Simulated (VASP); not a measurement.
Shape and ions are relaxed at each volume.

Energy against volume of NiSb (NiAs type). Calculation: vdW-DF-cx, VASP's PBE PAW potentials (set 64) (plane waves; VASP 6.6.1).

```
V (Å³/atom)  E (eV/atom)
-----------  -----------
16.060          -2.97112
16.572          -2.99063
17.085          -2.99592
17.597          -2.98939
18.110          -2.97296
```

Task: Fit a third-order Birch-Murnaghan equation of state.

Result: 
The volume per atom is 17.04 Å^3/atom. The bulk modulus is 125 GPa. The pressure derivative of the bulk modulus is 5.01.

The compound is NiSb in the NiAs type structure. It was relaxed first. The run is not spin-polarised, so no magnetic state was tried.
